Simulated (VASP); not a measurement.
Here is the system:

```yaml
crystal:
  lattice:
    - [0.00000, 2.02365, 2.02365]
    - [2.02365, 0.00000, 2.02365]
    - [2.02365, 2.02365, 0.00000]
  atoms:
    - { symbol: V, position: [0.00000, 0.00000, 0.00000] }
    - { symbol: N, position: [0.50000, 0.50000, 0.50000] }
```

These are LDA (Ceperley-Alder, Perdew-Zunger), VASP's LDA PAW potentials (set 64) (plane waves; VASP) values and carry that method's errors. Numerical set-up: 520 eV cut-off, 17×17×17 Γ-centred mesh, tetrahedra with Blöchl corrections, potentials V_sv N.

Problem. What does the run give for the energy per atom (σ→0), band gap (on the k-mesh) with the smallest direct gap where there is one?

Solution. 
The band gap (on the k-mesh) is none (metal, semimetal or under 0.01 eV) and the energy per atom (σ→0) is -10.762 eV/atom.

Only differences to runs with the same potentials and settings are physical.

The compound is VN in the rock salt structure, which distorts at low temperature. It was relaxed first, which changed the volume by -7 %. The run is not spin-polarised, so no magnetic state was tried. VASP warned that the highest band is occupied, so more bands are needed.
